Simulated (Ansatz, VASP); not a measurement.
**HfN: VASP beside Ansatz**

Wanted: the spread between two codes on one cell, functional and k mesh. The cell is taken from a series of runs on this material, whose earlier steps may have relaxed, scaled, displaced or heated it; both programs get it as it stands.

Method: plane waves, with VASP 6.6.1 beside it; zone-centre phonons at LDA, in Ansatz 0.2.0.

### Step 1. The starting structure

Symmetry: Fm-3m, No. 225, cubic system. Conventional cell: a = 4.466 Å, b = 4.466 Å, c = 4.466 Å, α = 90.00°, β = 90.00°, γ = 90.00°. Hf has 6 N at 2.23 Å nearest. Nearest to N lie 6 Hf at 2.23 Å. Farther neighbours and most contacts between anions are not listed.

### Step 2. VASP: zone-centre phonons, LDA

Second derivatives magnify differences that forces hide, and they need a tight electronic threshold.

Lines of VASP's logs that name or quote its potential files are left out, and so is its time.

INCAR reads:

```
SYSTEM = HfN
PREC = Accurate
ENCUT = 600
EDIFF = 1E-08
NELM = 120
ISMEAR = 0
SIGMA = 0.1
LREAL = .FALSE.
ALGO = Normal
GGA = CA
NBANDS = 13
LASPH = .TRUE.
LORBIT = 11
LWAVE = .FALSE.
LCHARG = .FALSE.
ISIF = 2
IBRION = 8
GGA_COMPAT = .FALSE.
```

POSCAR reads:

```
HfN
1.0
    0.0000000000      2.2329097853      2.2329097853
    2.2329097853      0.0000000000      2.2329097853
    2.2329097853      2.2329097853      0.0000000000
Hf N
1 1
Direct
    0.0000000000      0.0000000000      0.0000000000
    0.5000000000      0.5000000000      0.5000000000
```

KPOINTS reads:

```
Automatic mesh
0
Gamma
8 8 8
0 0 0
```

The projector-augmented-wave data sets are Hf_pv and N (LDA family, release 64).

Started as:

```console
mpirun -np 1 vasp_std
```

Numbers of over 12 decimals in the logs are rounded to 6 here.

What it wrote:

```text
[banner, memory and clock lines left out]
running    1 mpi-ranks, on    1 nodes
 distrk:  each k-point on    1 cores,    1 groups
 distr:  one band on    1 cores,    1 groups

 POSCAR found type information on POSCAR HfN
 POSCAR found :  2 types and       2 ions
 LDA part: xc-table for (Slater(with rela. corr.)+CA(PZ))
 , standard interpolation
 POSCAR, INCAR and KPOINTS ok, starting setup
 FFT: planning ... GRIDC
 FFT: planning ... GRID_SOFT
 FFT: planning ... GRID
 WAVECAR not read
 entering main loop
       N       E                     dE             d eps       ncg     rms          rms(c)
DAV:   1     0.424080937538E+02    0.42408E+02   -0.86119E+03   754   0.122E+03
DAV:   2    -0.245448544798E+02   -0.66953E+02   -0.62127E+02   989   0.254E+02
DAV:   3    -0.268438000264E+02   -0.22989E+01   -0.22776E+01   919   0.375E+01
DAV:   4    -0.268570729368E+02   -0.13273E-01   -0.13270E-01   819   0.300E+00
DAV:   5    -0.268571756315E+02   -0.10269E-03   -0.10269E-03   888   0.221E-01    0.538E+01
DAV:   6    -0.239919113343E+02    0.28653E+01   -0.95903E+00   814   0.239E+01    0.455E+01
DAV:   7    -0.238892084273E+02    0.10270E+00   -0.47338E-01   839   0.566E+00    0.277E+01
DAV:   8    -0.238594942896E+02    0.29714E-01   -0.10501E-01   884   0.284E+00    0.527E+00
DAV:   9    -0.238544870784E+02    0.50072E-02   -0.18740E-02   809   0.106E+00    0.192E+00
DAV:  10    -0.238542080879E+02    0.27899E-03   -0.15256E-03   884   0.354E-01    0.281E-01
DAV:  11    -0.238541766054E+02    0.31483E-04   -0.10984E-04   897   0.102E-01    0.175E-02
DAV:  12    -0.238541768451E+02   -0.23971E-06   -0.65066E-06   914   0.234E-02    0.293E-03
DAV:  13    -0.238541768133E+02    0.31796E-07   -0.94268E-08   899   0.296E-03    0.525E-03
DAV:  14    -0.238541768116E+02    0.17822E-08   -0.10412E-08   543   0.940E-04
   1 F= -.23854177E+02 E0= -.23852015E+02  d E =-.432370E-02
 Linear response reoptimize wavefunctions to high precision
DAV:   1    -0.238541768114E+02    0.13074E-09   -0.88946E-10   606   0.294E-04
DAV:   2    -0.238541768114E+02    0.56161E-10   -0.11661E-10   452   0.949E-05
 Linear response DOF=           2
 Linear response progress:
  Degree of freedom:   1/  2
       N       E                     dE             d eps       ncg     rms          rms(c)
RMM:   1    -0.206143308529E+00   -0.20614E+00    0.34743E+00  1803   0.113E+01
RMM:   2    -0.203024997106E+00    0.31183E-02   -0.25910E-02  2345   0.117E+00    0.641E-01
RMM:   3    -0.202519044581E+00    0.50595E-03   -0.70672E-04  2778   0.130E-01    0.339E-01
RMM:   4    -0.202043685925E+00    0.47536E-03   -0.83251E-05  3037   0.533E-02    0.149E-01
RMM:   5    -0.201783991715E+00    0.25969E-03   -0.14547E-05  3189   0.239E-02    0.152E-02
RMM:   6    -0.201799421669E+00   -0.15430E-04   -0.20775E-05  2967   0.101E-02    0.109E-02
RMM:   7    -0.201800090230E+00   -0.66856E-06    0.18322E-06  3232   0.204E-03    0.858E-03
RMM:   8    -0.201800063486E+00    0.26744E-07    0.86533E-07  3311   0.616E-04    0.198E-03
RMM:   9    -0.201800014021E+00    0.49465E-07   -0.28583E-06  3376   0.240E-04    0.414E-04
RMM:  10    -0.201800150528E+00   -0.13651E-06   -0.14942E-06  3422   0.825E-05    0.756E-05
RMM:  11    -0.201800192438E+00   -0.41909E-07   -0.80713E-07  3333   0.328E-05    0.168E-05
RMM:  12    -0.201800202355E+00   -0.99171E-08   -0.34247E-07  3003   0.161E-05    0.840E-06
RMM:  13    -0.201800205864E+00   -0.35093E-08   -0.20967E-07  2272   0.779E-06    0.794E-06
RMM:  14    -0.201800207944E+00   -0.20800E-08   -0.10429E-07  2106   0.442E-06    0.559E-06
RMM:  15    -0.201800209655E+00   -0.17114E-08   -0.57912E-08  2009   0.267E-06    0.377E-07
 first order change of Fermi-energy   0.14414E-03
 force on displaced ion       1 direction 1 : -12.744   0.000   0.000
 Linear response progress:
  Degree of freedom:   2/  2
       N       E                     dE             d eps       ncg     rms          rms(c)
RMM:   1    -0.229572373999E+00   -0.22957E+00    0.16685E-01  3222   0.298E+00
RMM:   2    -0.227895822072E+00    0.16766E-02   -0.37284E-03  2427   0.450E-01    0.647E-01
RMM:   3    -0.228779155820E+00   -0.88333E-03   -0.55032E-04  2127   0.149E-01    0.355E-01
RMM:   4    -0.230274285510E+00   -0.14951E-02   -0.46230E-04  2154   0.134E-01    0.478E-02
RMM:   5    -0.230230038979E+00    0.44247E-04   -0.11032E-05  2542   0.268E-02    0.177E-02
RMM:   6    -0.230202281255E+00    0.27758E-04    0.12914E-07  2537   0.488E-03    0.123E-02
RMM:   7    -0.230192694642E+00    0.95866E-05   -0.70548E-09  2550   0.192E-03    0.536E-03
RMM:   8    -0.230195314233E+00   -0.26196E-05    0.10479E-08  2690   0.418E-04    0.608E-04
RMM:   9    -0.230195941076E+00   -0.62684E-06   -0.80529E-09  2717   0.878E-05    0.157E-04
RMM:  10    -0.230195904500E+00    0.36576E-07    0.13497E-08  2934   0.181E-05    0.251E-05
RMM:  11    -0.230195884104E+00    0.20396E-07   -0.13304E-08  2701   0.492E-06    0.231E-05
RMM:  12    -0.230195893246E+00   -0.91418E-08   -0.25195E-09  2252   0.181E-06    0.714E-06
 first order change of Fermi-energy   0.70456E-04
 force on displaced ion       2 direction 1 : -12.747   0.000   0.000
 Linear response finished
```

From OUTCAR (step 2):

```text
ion  position               nearest neighbor table
   1  0.000  0.000  0.000-   2 2.23   2 2.23   2 2.23   2 2.23   2 2.23   2 2.23
   2  0.500  0.500  0.500-   1 2.23   1 2.23   1 2.23   1 2.23   1 2.23   1 2.23

  LATTYP: Found a face centered cubic cell.
 ALAT       =     4.4658195706

 Subroutine GETGRP returns: Found 48 space group operations
 (whereof 48 operations were pure point group operations)

The static configuration has the point symmetry O_h .

 Found     29 irreducible k-points:

   k-points           NKPTS =     29   k-points in BZ     NKDIM =     29   number of bands    NBANDS=     13

   dimension x,y,z NGX =    28 NGY =   28 NGZ =   28
   dimension x,y,z NGXF=    56 NGYF=   56 NGZF=   56

   ENCUT  =  600.0 eV  44.10 Ry    6.64 a.u.   6.31  6.31  6.31*2*pi/ulx,y,z

   NELECT =      15.0000    total number of electrons

 k-points in reciprocal lattice and weights: Automatic mesh
   0.00000000  0.00000000  0.00000000       0.002
   0.12500000  0.00000000  0.00000000       0.016
   0.25000000  0.00000000  0.00000000       0.016
   0.37500000  0.00000000  0.00000000       0.016
   0.50000000  0.00000000  0.00000000       0.008
   0.12500000  0.12500000  0.00000000       0.012
   0.25000000  0.12500000  0.00000000       0.047
   0.37500000  0.12500000  0.00000000       0.047
   0.50000000  0.12500000  0.00000000       0.047
[...]
-0.37500000  0.50000000  0.12500000       0.023
  -0.25000000  0.50000000  0.25000000       0.012

 average (electrostatic) potential at core
       1 -34.5327       2 -60.9958

  Total       -0.0751008     -0.0751008     -0.0751008      0.0000000     -0.0000000      0.0000000
  in kB       -5.4039543     -5.4039543     -5.4039543      0.0000000     -0.0000000      0.0000000
  external PRESSURE =      -5.4039543 kB  Pullay stress =       0.0000000 kB

  energy-cutoff  :      600.00
  volume of cell :       22.27
      direct lattice vectors                 reciprocal lattice vectors
     0.000000000  2.232909785  2.232909785    -0.223923064  0.223923064  0.223923064
     2.232909785  0.000000000  2.232909785     0.223923064 -0.223923064  0.223923064
     2.232909785  2.232909785  0.000000000     0.223923064  0.223923064 -0.223923064

 POSITION                                       TOTAL-FORCE (eV/Angst)
 -----------------------------------------------------------------------------------
      0.00000      0.00000      0.00000         0.000000      0.000000      0.000000
      2.23291      2.23291      2.23291         0.000000      0.000000      0.000000
 -----------------------------------------------------------------------------------
    total drift:                                0.000000      0.000000      0.000000

 Eigenvectors and eigenvalues of the dynamical matrix
 ----------------------------------------------------

   1 f  =   15.490429 THz    97.329234 2PiTHz  516.705084 cm-1    64.063237 meV
             X         Y         Z           dx          dy          dz
      0.000000  0.000000  0.000000     0.000000    0.269676    0.000000
      2.232910  2.232910  2.232910     0.000000   -0.962951    0.000000

   2 f  =   15.490429 THz    97.329234 2PiTHz  516.705084 cm-1    64.063237 meV
             X         Y         Z           dx          dy          dz
      0.000000  0.000000  0.000000    -0.269676    0.000000    0.000000
      2.232910  2.232910  2.232910     0.962951    0.000000    0.000000

   3 f  =   15.490429 THz    97.329234 2PiTHz  516.705084 cm-1    64.063237 meV
             X         Y         Z           dx          dy          dz
      0.000000  0.000000  0.000000     0.000000    0.000000   -0.269676
      2.232910  2.232910  2.232910     0.000000    0.000000    0.962951

   4 f/i=    0.000327 THz     0.002056 2PiTHz    0.010917 cm-1     0.001354 meV
             X         Y         Z           dx          dy          dz
      0.000000  0.000000  0.000000     0.000000   -0.962951    0.000000
      2.232910  2.232910  2.232910     0.000000   -0.269676    0.000000

   5 f/i=    0.000327 THz     0.002056 2PiTHz    0.010917 cm-1     0.001354 meV
             X         Y         Z           dx          dy          dz
      0.000000  0.000000  0.000000     0.962951    0.000000    0.000000
      2.232910  2.232910  2.232910     0.269676    0.000000    0.000000

   6 f/i=    0.000327 THz     0.002056 2PiTHz    0.010917 cm-1     0.001354 meV
             X         Y         Z           dx          dy          dz
      0.000000  0.000000  0.000000     0.000000    0.000000    0.962951
      2.232910  2.232910  2.232910     0.000000    0.000000    0.269676

 ELASTIC MODULI CONTR FROM IONIC RELAXATION (kBar)
 Direction    XX          YY          ZZ          XY          YZ          ZX
 --------------------------------------------------------------------------------
 XX           0.0000      0.0000      0.0000      0.0000      0.0000      0.0000
 YY           0.0000      0.0000      0.0000      0.0000      0.0000      0.0000
 ZZ           0.0000      0.0000      0.0000      0.0000      0.0000      0.0000
 XY           0.0000      0.0000      0.0000      0.0000      0.0000      0.0000
 YZ           0.0000      0.0000      0.0000      0.0000      0.0000      0.0000
 ZX           0.0000      0.0000      0.0000      0.0000      0.0000      0.0000
 --------------------------------------------------------------------------------
```

Harder data sets than Hf_pv exist (the GW ones), and pressures, volumes and forces can shift noticeably with them.

### Step 3. Ansatz: zone-centre phonons, LDA

Ansatz runs on its default PAW (the set named soft_2) files.

The same cell, functional (in two slightly different forms), mesh and smearing now go to Ansatz.

input.yaml reads:

```yaml
crystal:
  lattice:
    - [0.0, 2.2329097853, 2.2329097853]
    - [2.2329097853, 0.0, 2.2329097853]
    - [2.2329097853, 2.2329097853, 0.0]
  atoms:
    - { symbol: Hf, position: [0.0, 0.0, 0.0] }
    - { symbol: "N", position: [0.5, 0.5, 0.5] }
kpoints:
  mp_grid: { grid: [8, 8, 8] }
hamiltonian:
  xc: lda
scf:
  occupations: { method: gaussian, width: 0.1 }
output:
  eigenvalues: true
basis:
  ecutwfc: 260.0
phonons:
  method: dfpt
```

Started as:

```console
ansatz run input.yaml --threads 4 --pin off --max-ram 7168MiB --backend cpu --events-out ev --progress --plain --runs-dir out
```

What it wrote:

```text
Warning: basis.ecutwfc = 260 eV is below the records' recommended 420 eV, and the density's cutoff is lower with it unless basis.ecutrho_ratio is high enough to keep the records' density cutoff: compare with a run at a higher cutoff
Engine: ansatz 0.2.0, x86_64-unknown-linux-gnu
Pseudopotentials: kind: paw
Pseudopotential: Hf, paw, valence charge 26, recommended cutoff 420 eV (normal), Hf.paw.azcp
Pseudopotential: N, paw, valence charge 5, recommended cutoff 420 eV (normal), N.paw.azcp
Functional definition: SPW92
  exchange = slater_x
  correlation = pw_c
Crystal: 2 atoms, lattice volume = 22.266 Å³
Basis set: ecut = 260 eV, 181 PW (Γ), exchange–correlation on 36×36×36 points (8 copies of the dense FFT grid, shifted against one another)
Bands: 20, of which v1, the nominal top of the filled ones, is band 16 counted from 1 (15 counted from 0)
Symmetry: 48 space group operations
k-points: 59 of 512 (irreducible under 8 space group operations, time reversal used)
Non-local potential: Hf, projectors of the file, l = 0: 3, l = 1: 2, l = 2: 2, l = 3: 3
Non-local potential: N, projectors of the file, l = 0: 2, l = 1: 2, l = 2: 1
PAW form: soft (Blöchl's): semilocal exchange-correlation on the pseudo side does not see the compensation charge
PAW frozen core: Hf, regenerated for the run's functional, and the local potential with it (the file was generated under x = pbe(κ = 0.804, μ = 0.219515), c = pbe(β = 0.066725))
PAW frozen core: N, regenerated for the run's functional, and the local potential with it (the file was generated under x = pbe(κ = 0.804, μ = 0.219515), c = pbe(β = 0.066725))
PAW one-centre angular grid: Hf, 590 points (default); XC on 64 Gauss nodes
PAW one-centre angular grid: N, 110 points (default); XC on 64 Gauss nodes
Initial density: superposition of atomic densities (neutral atoms: chi_scale 0, normalization atom), corrected by the library's trained network
Initial wavefunctions: pseudopotential atomic-orbital guess
Functional: x = slater, c = lda
SCF iter   1: F=—  HF=-15853.305834 eV  |F-HF|=—  |Δ(HF+E_count)|=         —  Δρ=2.93e-2  dr2=1.07e-1  ethr=1.77e-3  ⟨swp⟩=4.5  Hψ=4545  notcnv=0
preconditioner: auto → Kerker (q_TF=auto, 2.883 Å⁻¹)  [metal: Δε(μ)=0.072 eV  Ē_g=19.193 eV  σ=0.100 eV  W_gap=0.38  n_scr=14 (ndim 8)  ℏωp=42.4 eV  f_vac=0.000  D(μ)=1.31/eV (n_scr^D=14)]
SCF iter   2: F=—  HF=-15853.122679 eV  |F-HF|=—  |Δ(HF+E_count)|=   1.83e-1  Δρ=1.12e-2  dr2=1.33e-2  ethr=3.46e-4  ⟨swp⟩=2.0  Hψ=2812  notcnv=0  defer=20
SCF iter   3: F=—  HF=-15853.112502 eV  |F-HF|=—  |Δ(HF+E_count)|=   1.02e-2  Δρ=5.54e-3  dr2=4.32e-3  ethr=4.30e-5  ⟨swp⟩=2.0  Hψ=2278  notcnv=0  defer=20
SCF iter   4: F=—  HF=-15853.110403 eV  |F-HF|=—  |Δ(HF+E_count)|=   2.10e-3  Δρ=8.32e-4  dr2=1.94e-4  ethr=1.39e-5  ⟨swp⟩=2.2  Hψ=1893  notcnv=0  defer=20
SCF iter   5: F=—  HF=-15853.110394 eV  |F-HF|=—  |Δ(HF+E_count)|=   8.87e-6  Δρ=4.70e-4  dr2=3.45e-5  ethr=6.27e-7  ⟨swp⟩=2.0  Hψ=2083  notcnv=0  defer=20
SCF iter   6: F=—  HF=-15853.110395 eV  |F-HF|=—  |Δ(HF+E_count)|=   8.15e-7  Δρ=8.61e-5  dr2=9.66e-7  ethr=1.11e-7  ⟨swp⟩=2.0  Hψ=2072  notcnv=0  defer=20
SCF iter   7: F=—  HF=-15853.110396 eV  |F-HF|=—  |Δ(HF+E_count)|=   5.35e-7  Δρ=1.83e-5  dr2=6.35e-8  ethr=3.12e-9  ⟨swp⟩=2.2  Hψ=1994  notcnv=0  defer=20
SCF iter   8: F=—  HF=-15853.110396 eV  |F-HF|=—  |Δ(HF+E_count)|=   1.36e-8  Δρ=2.98e-6  dr2=1.12e-9  ethr=2.05e-10  ⟨swp⟩=2.0  Hψ=2009  notcnv=0  defer=20
SCF iter   9: F=—  HF=-15853.110396 eV  |F-HF|=—  |Δ(HF+E_count)|=  1.69e-10  Δρ=4.30e-7  dr2=3.00e-11  ethr=3.62e-12  ⟨swp⟩=2.1  Hψ=2037  notcnv=0  defer=20
SCF iter  10: F=-15853.110396 eV  HF=-15853.110396 eV  |F-HF|=3.64e-12  |Δ(HF+E_count)|=  1.82e-12  Δρ=5.30e-8  dr2=2.82e-13  ethr=1.00e-12  ⟨swp⟩=6.2  Hψ=4538  notcnv=0
SCF 1 converged in 10 iterations: F = -15853.110396 eV  dr2 = 2.82e-13
  greatest PAW one-centre occupation: 0.998 electrons in one spin orbital (limit 2), on the Hf atom at site 0 (counted from 0), in its partial waves of l = 3
DFPT response loops at Γ: preconditioner auto → Kerker (q_TF=auto, 2.883 Å⁻¹) (partly filled bands, converged f_vac=0.000); β = 1.00, the filter's whole step (`scf.mixing.beta` (0.50) is not read by the response loops under this deck's `scf.mixing.preconditioner`; to damp them name `kerker` or `kerker_dos`, under which they read `scf.mixing.beta`, and type it under 1.00, their step now; both keys bind the ground state too); Broyden in place of MSR1
SCF converged after 10 iterations
Free energy (F): -15853.110396 eV
Harris-Foulkes:  -15853.110396 eV  (|F-HF|=3.64e-12)
Internal energy: -15853.105543 eV  (E = F + TS)
E sigma→0 (E₀):  -15853.107969 eV
Entropy (-TS):   -0.004852 eV (-2.426 meV/atom)
Fermi energy:    24.302537 eV
--- Per-component energies (eV) ---
  E_band       = 172.112278
  E_kinetic    = 564.528414
  E_local      = -4639.673250  (includes V_loc(G=0)·N_el)
  E_nonlocal   = -1161.669626
  E_hartree    = 2210.910237
  E_xc         = -360.796388
  E_vxc        = -347.579032  (∫ρ·V_xc dr)
  E_paw        = -6830.543698  (= ΣΔE_a)
  E_vpaw       = 1334.684114  (= ΣTr[D̂ρ^β])
  E_aug_tail   = 0.001217  (compensation charges beyond the density's cutoff)
  E_ewald      = -5638.399735
  E_core_change = 2.537287  (= ΣΔE_core)
  E_smearing   = -0.004852  (= −TS)
  E_closure    = -0.000000  (closes the sum)
  Σ components = -15853.110396   (vs F -15853.110396, Δ=0.00e0)
--- Band table (eV; the first three rows and the last of 59) ---
  k-point 0: bands = [... 12 lower, 21.5969, 21.5969, 21.5969, 23.8632, 23.8632, 23.8632, 26.2564, 26.2564]
  k-point 1: bands = [... 12 lower, 20.0300, 20.6211, 20.6211, 24.2577, 24.3857, 24.3857, 27.4453, 27.4453]
  k-point 2: bands = [... 12 lower, 17.8380, 19.2486, 19.2486, 24.9441, 25.6342, 25.6342, 29.2907, 29.8430]
  k-point 58: bands = [... 12 lower, 18.0959, 18.8200, 18.8200, 25.4925, 25.4925, 30.0009, 30.1257, 30.6777]
--- Phonons (Γ-DFPT): 2 representative perturbations + reference, on 59 of 512 k-points (Σ response iterations 6) ---
  k mesh reduced under 8 symmetry operations, with k and −k counted as one. Each operation leaves every solved perturbation unchanged. A smaller set is not used because it would not reduce the number of displacements times k-points to solve
  ASR residual: 2.034e-5 → 0.000e0 eV/Å²; symmetrization residual: 1.061e-6 eV/Å²
  ASR residual per site (eV/Å²): 1.63e-5 2.03e-5
  Γ frequencies (cm⁻¹): 0.00 0.00 0.00 507.80 507.80 507.80
  non-analytic LO–TO correction: not included (Born effective charges unavailable; polar crystals: no LO–TO splitting at Γ)
```

### Step 4. Differences

Known differences besides the potentials themselves: the two LDA forms differ slightly; the data sets hold 31 valence electrons in Ansatz (on its default PAW (the set named soft_2) files) and 15 in VASP; the cutoff is 260 eV in Ansatz and 600 eV in VASP; VASP's log shows a relativistic correction to its local exchange, Ansatz's none; Ansatz's log warns that its cutoff lies below the recommended one. Total energies have different zeros and are not compared.

The two programs side by side:

| quantity | Ansatz | VASP | difference |
| --- | --- | --- | --- |
| optical mode 1 to 3 (cm⁻¹) | 507.8 | 516.7 | -1.72 % |

Modes are paired by rising frequency, not by their patterns, so a pair may set unlike modes beside each other; they are those without the splitting of longitudinal modes.

### Step 5. What came out

```json
{
 "r.m.s. difference of the optical zone-centre modes, each program's sorted by frequency (zone-centre phonons, LDA)": "8.9 cm⁻¹",
 "difference in optical mode 1 to 3 (zone-centre phonons, LDA)": "-1.7 %"
}
```

The r.m.s. difference of the optical zone-centre modes, each program's sorted by frequency is 8.9 cm⁻¹ (zone-centre phonons, LDA). The data sets hold unlike numbers of valence electrons (31 in Ansatz and 15 in VASP), so part of the differences comes from the potentials. Among the rows given in per cent, the largest difference of the zone-centre phonons, LDA pair is in optical mode 1 to 3, -1.7 %. How closely two codes agree says nothing of how well the functional describes the real material.

[Lines on the potential files, build, host, timing and source positions are cut from VASP's logs without a mark.]

[Logs are printed without paths, hosts, clocks, repeated set-up lines and the standing remarks that a program may print on its own settings, such as how far it seeks lower states.]

[Hosts, paths, dates, database ids (printed as entryN), source tags and the programs' standing remarks are cut or masked in the printed files.]
